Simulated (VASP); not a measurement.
```
SnSi
1.0
    3.93177     0.00000     0.00000
   -1.96589     3.40501     0.00000
    0.00000     0.00000     6.56031
Si Sn
2 2
Cartesian
  3.93177   0.00000   6.56031
  3.93177   0.00000   3.28016
  0.00000   2.27001   1.64008
  1.96589   1.13500   4.92024
```

The numbers are results of PBEsol GGA, VASP's PBE PAW potentials (set 64) (plane waves; VASP), not measurements. Run with 400 eV cut-off, Gaussian smearing of 0.050 eV, potentials Si Sn_d.

Unless said otherwise, spin-orbit coupling is left out, though it shifts the bands of the heavy elements here.

### Question
Predict the band gap (along the path) with the smallest direct gap where there is one.

### Answer

```yaml
band gap (along the path): none (metal, semimetal or under 0.01 eV)
```

Only differences to runs with the same potentials and settings are physical.

The structure was generated: SiSn was put into the NiAs type type (P6_3/mmc), which need not be its known phase. It was relaxed first, which changed the volume by +15 %.
